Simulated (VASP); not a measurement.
An input for Ansatz (written as the equivalent of a VASP run, and not itself run):

Ansatz 0.2 input:
```yaml
crystal:
  lattice:
    - [0.0000000, 2.1657861, 2.1657861]
    - [2.1657861, 0.0000000, 2.1657861]
    - [2.1657861, 2.1657861, 0.0000000]
  atoms:
    - { symbol: Si, position: [0.0000000, 0.0000000, 0.0000000] }
    - { symbol: C, position: [0.2500000, 0.2500000, 0.2500000] }
kpoints:
  mp_grid: { grid: [10, 10, 10] }
hamiltonian:
  xc: lda
  pseudopotentials: { kind: paw }
scf:
  occupations: { method: gaussian, width: 0.05 }
  max_iter: 100
relax:
  max_steps: 40
  f_tol: 0.02
  cell: { p_target: 5 }
output: { forces: true, stress: true, eigenvalues: true }
```

Write the VASP files for the same calculation (LDA).

One answer among several that fit: 
**POSCAR**
```
SiC
1
    0.0000000000     2.1657860688     2.1657860688
    2.1657860688     0.0000000000     2.1657860688
    2.1657860688     2.1657860688     0.0000000000
Si C
1 1
Direct
  0.0000000000   0.0000000000   0.0000000000
  0.2500000000   0.2500000000   0.2500000000
```

**KPOINTS**
```
Automatic mesh
0
gamma
  10 10 10
```

### INCAR
```
SYSTEM = SiC
PREC = Accurate; ENCUT = 620; LREAL = .False.
LASPH = .True.
EDIFF = 1E-6; NELM = 100; ALGO = Normal
ISMEAR = 0; SIGMA = 0.05
IBRION = 2; NSW = 40; ISIF = 3
EDIFFG = -0.02; PSTRESS = 50
LWAVE = .False.; LCHARG = .False.
```

POTCAR, in this order: Si C (LDA.64 set). Program: vasp_std.

What does not carry over: each code has its own PAW files, so the cut-off isn't converted (ENCUT is set for VASP's; basis.ecutwfc is left out, and Ansatz then takes the one that its files recommend); Ansatz stops its SCF on the density residual and VASP on the energy change (EDIFF); Ansatz's lda is the Perdew-Wang form, while the LDA potentials of VASP carry Perdew-Zunger's.

The compound is SiC in the zinc blende structure. This run relaxes it under an external pressure of 5 GPa. Symmetry was kept, so distortions that lower it aren't found.
